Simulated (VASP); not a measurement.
# How thick must a slab of Pt(111) be?, part 5 of 7

Aim: follow surface energy, work function and relaxation of Pt(111) with the number of layers.

VASP 6.6.1; PBE; plane waves and PAW (Pt).

So far. Step 12 (Surface relaxation, layers 8): The run ended after 7 ionic steps, 0.005 eV below its first step, once the forces on the free atoms met EDIFFG = -0.01. Step 13 (The vacuum level, layers 8): The vacuum level lies 5.69 eV above the Fermi level at the upper face; both faces agree, as the slab has next to no dipole.

## Step 14: Relaxing the slab, layers 9

System of this step: Pt(111). The cell holds 9 atoms: 9 Pt. Cell: a = 2.805 Å, b = 2.805 Å, c = 33.325 Å, α = 90.0°, β = 90.0°, γ = 60.0°. It derives from Pt. 9 layers of fcc Pt, cut at this functional's lattice. Vacuum lies along c.

INCAR reads:

```
SYSTEM = Pt
PREC = Normal
ENCUT = 320
EDIFF = 1E-06
NELM = 120
ISMEAR = 1
SIGMA = 0.15
LREAL = .FALSE.
ALGO = Fast
GGA = PE
NBANDS = 55
LASPH = .TRUE.
LORBIT = 11
LWAVE = .FALSE.
LCHARG = .FALSE.
KPAR = 4
IBRION = 2
NSW = 50
ISIF = 2
EDIFFG = -0.01
POTIM = 0.4
MAXMIX = 40
```

POSCAR reads:

```
Pt
1.0
    2.8054651031      0.0000000000      0.0000000000
    1.4027325516      2.4296040487      0.0000000000
    0.0000000000      0.0000000000     33.3252213169
Pt
9
Direct
    0.3333333300      0.3333333300      0.2250547700
    0.6666666700      0.6666666700      0.2937910800
    0.0000000000      0.0000000000      0.3625273800
    0.3333333300      0.3333333300      0.4312636900
    0.6666666700      0.6666666700      0.5000000000
    0.0000000000      0.0000000000      0.5687363100
    0.3333333300      0.3333333300      0.6374726200
    0.6666666700      0.6666666700      0.7062089200
    0.0000000000      0.0000000000      0.7749452300
```

KPOINTS reads:

```
Automatic mesh
0
Gamma
15 15 1
0 0 0
```

PAW data sets: Pt (PBE family, release 64).

The run is started by

```bash
$ mpirun -np 4 vasp_std
```

Output:

```text
[banner, memory and clock lines left out]
running    4 mpi-ranks, on    1 nodes
[...]
LDA part: xc-table for (Slater+PW92), standard interpolation
 POSCAR, INCAR and KPOINTS ok, starting setup
[...]
entering main loop
       N       E                     dE             d eps       ncg     rms          rms(c)
DAV:   1     0.448820111248E+03    0.44882E+03   -0.33849E+04  3042   0.101E+03
DAV:   2    -0.337790061810E+02   -0.48260E+03   -0.45675E+03  3465   0.257E+02
DAV:   3    -0.562545911172E+02   -0.22476E+02   -0.20195E+02  3624   0.492E+01
DAV:   4    -0.570557832081E+02   -0.80119E+00   -0.78819E+00  3525   0.937E+00
[...]
RMM:  31    -0.536389168423E+02   -0.14778E-05   -0.63110E-08   757   0.943E-04    0.235E-03
RMM:  32    -0.536389183508E+02   -0.15085E-05   -0.33459E-08   638   0.940E-04    0.179E-03
RMM:  33    -0.536389192090E+02   -0.85820E-06   -0.27887E-08   609   0.925E-04
   1 F= -.53638919E+02 E0= -.53638514E+02  d E =-.536389E+02
[... from here on, the cycles between the ionic steps are left out ...]
   2 F= -.53642707E+02 E0= -.53642410E+02  d E =-.378752E-02
   3 F= -.53643334E+02 E0= -.53643086E+02  d E =-.441440E-02
   4 F= -.53643620E+02 E0= -.53643403E+02  d E =-.286132E-03
   5 F= -.53643648E+02 E0= -.53643443E+02  d E =-.314535E-03
   6 F= -.53643647E+02 E0= -.53643440E+02  d E =-.313807E-03
   7 F= -.53643679E+02 E0= -.53643482E+02  d E =-.315163E-04
 trial-energy change:   -0.000032  1 .order   -0.000032   -0.000038   -0.000025
 step:   3.5051(harm=  3.5051)  dis= 0.00196  next Energy=   -53.643703 (dE=-0.558E-04)
 reached required accuracy - stopping structural energy minimisation
```

Wall time 89 s (4 MPI ranks of AMD EPYC 9R45, shared host); peak memory 0.93 GiB.

From OUTCAR (step 14):

```text
  Total       -5.2806883     -5.2806883     -0.9725847     -0.0000000      0.0000000      0.0000000
  in kB      -37.2466916    -37.2466916     -6.8600076     -0.0000000      0.0000000      0.0000000
  external PRESSURE =     -27.1177969 kB  Pullay stress =       0.0000000 kB

 POSITION                                       TOTAL-FORCE (eV/Angst)
 -----------------------------------------------------------------------------------
      1.40273      0.80987      7.48848        -0.000000      0.000000     -0.005077
      2.80547      1.61974      9.80385         0.000000     -0.000000      0.002303
      0.00000      0.00000     12.08467         0.000000      0.000000      0.007443
      1.40273      0.80987     14.36792         0.000000      0.000000      0.009659
      2.80547      1.61974     16.66261         0.000000      0.000000      0.000000
      0.00000      0.00000     18.95730        -0.000000      0.000000     -0.009659
      1.40273      0.80987     21.24055        -0.000000     -0.000000     -0.007443
      2.80547      1.61974     23.52137        -0.000000      0.000000     -0.002303
      0.00000      0.00000     25.83674         0.000000     -0.000000      0.005077
 -----------------------------------------------------------------------------------
    total drift:                                0.000000      0.000000      0.000002

  FREE ENERGIE OF THE ION-ELECTRON SYSTEM (eV)
  ---------------------------------------------------
  free  energy   TOTEN  =       -53.6436789354 eV

  energy  without entropy=      -53.6430881219  energy(sigma->0) =      -53.64348200

[... 1 part as in an earlier step ...]

[... 3 further parts left out ...]
[key lines of the parts left out:]
E-fermi :   4.3716
```

The run ended after 7 ionic steps, 0.005 eV below its first step, once the forces on the free atoms met EDIFFG = -0.01.

## Step 15: The vacuum level, layers 9

Edit INCAR of step 14 so:

```diff
@@ -16,7 +16,6 @@
 KPAR = 4
-IBRION = 2
-NSW = 50
-ISIF = 2
-EDIFFG = -0.01
-POTIM = 0.4
-MAXMIX = 40
+IDIPOL = 3
+LDIPOL = .TRUE.
+DIPOL = 0.5 0.5 0.5
+LVHAR = .TRUE.
+LVACPOTAV = .TRUE.
```

POSCAR reads:

```
Pt
1.0
    2.8054651031      0.0000000000      0.0000000000
    1.4027325516      2.4296040487      0.0000000000
    0.0000000000      0.0000000000     33.3252213169
Pt
9
Direct
    0.3333333300      0.3333333300      0.2247091007
    0.6666666700      0.6666666700      0.2941872092
    0.0000000000      0.0000000000      0.3626284531
    0.3333333300      0.3333333300      0.4311426658
    0.6666666700      0.6666666700      0.5000000000
    0.0000000000      0.0000000000      0.5688573342
    0.3333333300      0.3333333300      0.6373715469
    0.6666666700      0.6666666700      0.7058127908
    0.0000000000      0.0000000000      0.7752908993
```

KPOINTS is that of step 14.

The run is started by

```bash
$ mpirun -np 4 vasp_std
```

Output:

```text
[... set-up lines as in an earlier step ...]
 entering main loop
       N       E                     dE             d eps       ncg     rms          rms(c)
DAV:   1     0.448549170440E+03    0.44855E+03   -0.33845E+04  3042   0.101E+03
DAV:   2    -0.338947028183E+02   -0.48244E+03   -0.45649E+03  3472   0.257E+02
DAV:   3    -0.562878929270E+02   -0.22393E+02   -0.20143E+02  3655   0.491E+01
DAV:   4    -0.570725046141E+02   -0.78461E+00   -0.77239E+00  3516   0.928E+00
[...]
RMM:  31    -0.536436755515E+02   -0.24623E-05   -0.21093E-07  1500   0.149E-03    0.176E-03
RMM:  32    -0.536436768012E+02   -0.12497E-05   -0.51230E-08   632   0.924E-04    0.255E-03
RMM:  33    -0.536436775086E+02   -0.70741E-06   -0.13923E-08   359   0.823E-04
 [... a notice as in an earlier step ...]

   1 F= -.53643678E+02 E0= -.53643481E+02  d E =-.590719E-03
```

Run time: 42 s. Hardware: 4 MPI ranks; peak memory 0.88 GiB; 2.7 min of CPU time.

From OUTCAR (step 15):

```text
  Total       -5.2813395     -5.2813395     -0.9733923     -0.0000000      0.0000000      0.0000000
  in kB      -37.2512843    -37.2512843     -6.8657039     -0.0000000      0.0000000      0.0000000
  external PRESSURE =     -27.1227575 kB  Pullay stress =       0.0000000 kB

 POSITION                                       TOTAL-FORCE (eV/Angst)
 -----------------------------------------------------------------------------------
      1.40273      0.80987      7.48848        -0.000000     -0.000000     -0.005004
      2.80547      1.61974      9.80385         0.000000      0.000000      0.001873
      0.00000      0.00000     12.08467        -0.000000     -0.000000      0.008182
      1.40273      0.80987     14.36792         0.000000     -0.000000      0.010744
      2.80547      1.61974     16.66261         0.000000     -0.000000      0.000000
      0.00000      0.00000     18.95730         0.000000     -0.000000     -0.010744
      1.40273      0.80987     21.24055         0.000000      0.000000     -0.008182
      2.80547      1.61974     23.52137        -0.000000     -0.000000     -0.001873
      0.00000      0.00000     25.83674         0.000000      0.000000      0.005004
 -----------------------------------------------------------------------------------
    total drift:                                0.000000      0.000000      0.000002

  FREE ENERGIE OF THE ION-ELECTRON SYSTEM (eV)
  ---------------------------------------------------
  free  energy   TOTEN  =       -53.6436775086 eV

  energy  without entropy=      -53.6430867897  energy(sigma->0) =      -53.64348060

[... 2 parts as in an earlier step ...]

[... 1 further part left out ...]
[key lines of the parts left out:]
E-fermi :   4.3716
```

The planar average of the electrostatic potential oscillates, so the rows of the table below give means over windows of 2.33 Å about each position, cut where the curve ends. Its maxima inside the range that stand out by 2 % of the span (Å: eV): 8.7: 0.789, 11.0: 0.156, 13.2: 0.303, 15.6: 0.329, 17.8: 0.329, 20.1: 0.303, 22.3: 0.156, 24.7: 0.789. Its minima: 7.4: -20.7, 9.8: -21.1, 12.1: -21.1, 14.3: -21.0, 16.7: -21.1, 19.0: -21.0, 21.2: -21.1, 23.6: -21.1, 25.9: -20.7.

Zero at the Fermi level. The planar average of the electrostatic potential by height; means over each step:

```
height (Å)  planar average of the electrostatic potential (eV)
      1.17                                                5.68
      3.50                                                5.68
      5.83                                                2.72
      8.16                                               -10.2
     10.48                                               -10.7
     12.82                                               -10.8
     15.14                                               -10.7
     17.48                                               -10.7
     19.80                                               -10.8
     22.13                                               -10.9
     24.46                                               -10.3
     26.80                                               -4.57
     29.12                                                5.65
     31.45                                                5.68
```

The vacuum level lies 5.68 eV above the Fermi level at the upper face; both faces agree, as the slab has next to no dipole.

The program found no field-free point at its default tolerance, but its printed level agrees with the flat part of the planar average.

## Step 16: Relaxing the slab, layers 10

System of this step: Pt(111). The cell holds 10 atoms: 10 Pt. Its edges and angles: a = 2.805 Å, b = 2.805 Å, c = 35.616 Å, α = 90.0°, β = 90.0°, γ = 60.0°. It derives from Pt. 10 layers of fcc Pt, cut at this functional's lattice. Vacuum lies along c.

INCAR reads:

```
SYSTEM = Pt
PREC = Normal
ENCUT = 320
EDIFF = 1E-06
NELM = 120
ISMEAR = 1
SIGMA = 0.15
LREAL = .FALSE.
ALGO = Fast
GGA = PE
NBANDS = 62
LASPH = .TRUE.
LORBIT = 11
LWAVE = .FALSE.
LCHARG = .FALSE.
KPAR = 4
IBRION = 2
NSW = 50
ISIF = 2
EDIFFG = -0.01
POTIM = 0.4
MAXMIX = 40
```

POSCAR reads:

```
Pt
1.0
    2.8054651031      0.0000000000      0.0000000000
    1.4027325516      2.4296040487      0.0000000000
    0.0000000000      0.0000000000     35.6158739815
Pt
10
Direct
    0.0000000000      0.0000000000      0.2105802600
    0.3333333300      0.3333333300      0.2748957600
    0.6666666700      0.6666666700      0.3392112600
    0.0000000000      0.0000000000      0.4035267500
    0.3333333300      0.3333333300      0.4678422500
    0.6666666700      0.6666666700      0.5321577500
    0.0000000000      0.0000000000      0.5964732500
    0.3333333300      0.3333333300      0.6607887400
    0.6666666700      0.6666666700      0.7251042400
    0.0000000000      0.0000000000      0.7894197400
```

KPOINTS is that of step 15.

The run is started by

```bash
$ mpirun -np 4 vasp_std
```

Output:

```text
[banner, memory and clock lines left out]
running    4 mpi-ranks, on    1 nodes
[...]
LDA part: xc-table for (Slater+PW92), standard interpolation
 POSCAR, INCAR and KPOINTS ok, starting setup
[...]
entering main loop
       N       E                     dE             d eps       ncg     rms          rms(c)
DAV:   1     0.497404283233E+03    0.49740E+03   -0.37652E+04  3420   0.100E+03
DAV:   2    -0.388966749911E+02   -0.53630E+03   -0.50327E+03  3880   0.257E+02
DAV:   3    -0.628176810559E+02   -0.23921E+02   -0.21811E+02  3958   0.489E+01
DAV:   4    -0.635491416832E+02   -0.73146E+00   -0.72522E+00  3946   0.872E+00
[...]
RMM:  31    -0.597321950391E+02   -0.13192E-04   -0.12336E-05  3312   0.120E-02    0.431E-02
RMM:  32    -0.597321851848E+02    0.98543E-05   -0.72821E-06  3115   0.899E-03    0.336E-02
RMM:  33    -0.597321860742E+02   -0.88944E-06   -0.22401E-06  2013   0.561E-03
   1 F= -.59732186E+02 E0= -.59728219E+02  d E =-.597322E+02
[... from here on, the cycles between the ionic steps are left out ...]
   2 F= -.59735511E+02 E0= -.59731596E+02  d E =-.332488E-02
   3 F= -.59736046E+02 E0= -.59732152E+02  d E =-.385984E-02
   4 F= -.59736346E+02 E0= -.59732470E+02  d E =-.299948E-03
   5 F= -.59736383E+02 E0= -.59732515E+02  d E =-.336732E-03
   6 F= -.59736382E+02 E0= -.59732513E+02  d E =-.336031E-03
   7 F= -.59736400E+02 E0= -.59732546E+02  d E =-.184949E-04
 trial-energy change:   -0.000018  1 .order   -0.000017   -0.000032   -0.000002
 step:   1.3128(harm=  1.3128)  dis= 0.00064  next Energy=   -59.736399 (dE=-0.171E-04)
 reached required accuracy - stopping structural energy minimisation
```

The job ended after 2 min (4 MPI ranks; peak memory 0.97 GiB).

OUTCAR, selected parts (step 16):

```text
  Total       -5.3921867     -5.3921867     -1.0192470     -0.0000000      0.0000000     -0.0000000
  in kB      -35.5870120    -35.5870120     -6.7267617     -0.0000000      0.0000000     -0.0000000
  external PRESSURE =     -25.9669286 kB  Pullay stress =       0.0000000 kB

 POSITION                                       TOTAL-FORCE (eV/Angst)
 -----------------------------------------------------------------------------------
      1.40273      2.42960      7.48913        -0.000000     -0.000000     -0.002886
      1.40273      0.80987      9.80316        -0.000000     -0.000000      0.000907
      2.80547      1.61974     12.08414        -0.000000      0.000000      0.003098
      4.20820      2.42960     14.36801        -0.000000      0.000000      0.002641
      1.40273      0.80987     16.65998        -0.000000      0.000000      0.003133
      2.80547      1.61974     18.95589        -0.000000     -0.000000     -0.003133
      0.00000      0.00000     21.24787        -0.000000      0.000000     -0.002641
      1.40273      0.80987     23.53174         0.000000     -0.000000     -0.003098
      2.80547      1.61974     25.81271         0.000000      0.000000     -0.000907
      2.80547      0.00000     28.12675         0.000000      0.000000      0.002886
 -----------------------------------------------------------------------------------
    total drift:                                0.000000      0.000000     -0.000000

  FREE ENERGIE OF THE ION-ELECTRON SYSTEM (eV)
  ---------------------------------------------------
  free  energy   TOTEN  =       -59.7364004369 eV

  energy  without entropy=      -59.7248356475  energy(sigma->0) =      -59.73254551

[... 1 part as in an earlier step ...]

[... 3 further parts left out ...]
[key lines of the parts left out:]
E-fermi :   4.7585
```

The run ended after 7 ionic steps, 0.004 eV below its first step, once the forces on the free atoms met EDIFFG = -0.01.

## Step 17: The vacuum level, layers 10

Edit INCAR of step 16 so:

```diff
@@ -16,7 +16,6 @@
 KPAR = 4
-IBRION = 2
-NSW = 50
-ISIF = 2
-EDIFFG = -0.01
-POTIM = 0.4
-MAXMIX = 40
+IDIPOL = 3
+LDIPOL = .TRUE.
+DIPOL = 0.5 0.5 0.5
+LVHAR = .TRUE.
+LVACPOTAV = .TRUE.
```

POSCAR reads:

```
Pt
1.0
    2.8054651031      0.0000000000      0.0000000000
    1.4027325516      2.4296040487      0.0000000000
    0.0000000000      0.0000000000     35.6158739815
Pt
10
Direct
    0.0000000000      0.0000000000      0.2102749440
    0.3333333300      0.3333333300      0.2752469580
    0.6666666700      0.6666666700      0.3392907125
    0.0000000000      0.0000000000      0.4034157715
    0.3333333300      0.3333333300      0.4677684976
    0.6666666700      0.6666666700      0.5322315024
    0.0000000000      0.0000000000      0.5965842285
    0.3333333300      0.3333333300      0.6607092875
    0.6666666700      0.6666666700      0.7247530420
    0.0000000000      0.0000000000      0.7897250560
```

KPOINTS is that of step 16.

The run is started by

```bash
$ mpirun -np 4 vasp_std
```

Output:

```text
[... set-up lines as in an earlier step ...]
 entering main loop
       N       E                     dE             d eps       ncg     rms          rms(c)
DAV:   1     0.497110232873E+03    0.49711E+03   -0.37648E+04  3420   0.100E+03
DAV:   2    -0.388728886359E+02   -0.53598E+03   -0.50299E+03  3872   0.257E+02
DAV:   3    -0.628367436070E+02   -0.23964E+02   -0.21873E+02  3972   0.489E+01
DAV:   4    -0.635651434765E+02   -0.72840E+00   -0.72172E+00  3976   0.867E+00
[...]
RMM:  24    -0.597364785878E+02    0.47823E-04   -0.49559E-05  3752   0.204E-02    0.120E-01
RMM:  25    -0.597363803976E+02    0.98190E-04   -0.31748E-05  3707   0.175E-02    0.305E-02
RMM:  26    -0.597363808616E+02   -0.46400E-06   -0.76218E-06  3107   0.760E-03
 [... a notice as in an earlier step ...]

   1 F= -.59736381E+02 E0= -.59732530E+02  d E =-.115527E-01
```

Run time: 39 s. Hardware: 4 MPI ranks; peak memory 0.94 GiB.

From OUTCAR (step 17):

```text
  Total       -5.4004091     -5.4004091     -1.0204995     -0.0000000      0.0000000      0.0000000
  in kB      -35.6412774    -35.6412774     -6.7350279     -0.0000000      0.0000000      0.0000000
  external PRESSURE =     -26.0058609 kB  Pullay stress =       0.0000000 kB

 POSITION                                       TOTAL-FORCE (eV/Angst)
 -----------------------------------------------------------------------------------
      0.00000      0.00000      7.48913         0.000000     -0.000000     -0.004127
      1.40273      0.80987      9.80316         0.000000      0.000000      0.000301
      2.80547      1.61974     12.08414        -0.000000      0.000000      0.004273
      0.00000      0.00000     14.36801        -0.000000      0.000000      0.003981
      1.40273      0.80987     16.65998        -0.000000     -0.000000      0.001015
      2.80547      1.61974     18.95589         0.000000      0.000000     -0.001015
      0.00000      0.00000     21.24787        -0.000000     -0.000000     -0.003981
      1.40273      0.80987     23.53174         0.000000     -0.000000     -0.004273
      2.80547      1.61974     25.81271        -0.000000      0.000000     -0.000301
      0.00000      0.00000     28.12675        -0.000000      0.000000      0.004127
 -----------------------------------------------------------------------------------
    total drift:                                0.000000      0.000000     -0.000000

  FREE ENERGIE OF THE ION-ELECTRON SYSTEM (eV)
  ---------------------------------------------------
  free  energy   TOTEN  =       -59.7363808616 eV

  energy  without entropy=      -59.7248281645  energy(sigma->0) =      -59.73252996

[... 2 parts as in an earlier step ...]

[... 1 further part left out ...]
[key lines of the parts left out:]
E-fermi :   4.7549
```

The planar average of the electrostatic potential oscillates, so the rows of the table below give means over windows of 2.28 Å about each position, cut where the curve ends. Its maxima inside the range that stand out by 2 % of the span (Å: eV): 8.7: 0.735, 10.9: 0.250, 13.2: 0.303, 15.5: 0.293, 17.8: 0.421, 20.1: 0.293, 22.4: 0.303, 24.7: 0.250, 26.9: 0.735. Its minima: 7.5: -20.8, 9.8: -21.1, 12.1: -21.0, 14.4: -21.1, 16.7: -21.0, 18.9: -21.0, 21.3: -21.1, 23.5: -21.0, 25.8: -21.1, 28.2: -20.8.

Zero at the Fermi level. Table of planar average of the electrostatic potential by height; means over each step:

```csv
height (Å),planar average of the electrostatic potential (eV)
1.14,5.72
3.42,5.72
5.70,3.71
7.98,-10.1
10.26,-10.7
12.54,-10.7
14.82,-10.6
17.10,-10.6
19.38,-10.6
21.66,-10.7
23.94,-10.7
26.22,-10.4
28.50,-9.14
30.78,5.56
33.06,5.72
35.34,5.73
```

The vacuum level lies 5.72 eV above the Fermi level at the upper face; both faces agree, as the slab has next to no dipole.

The program found no field-free point at its default tolerance, but its printed level agrees with the flat part of the planar average.

(Continued in part 6 of 7.)

[Lines on the potential files, build, host, timing and source positions are cut from VASP's logs without a mark.]

[Logs are printed without paths, hosts, clocks, repeated set-up lines and the standing remarks that a program may print on its own settings, such as how far it seeks lower states.]

[Hosts, paths, dates, database ids (printed as entryN), source tags and the programs' standing remarks are cut or masked in the printed files.]

[Runs that stopped without an error message from VASP are left out.]
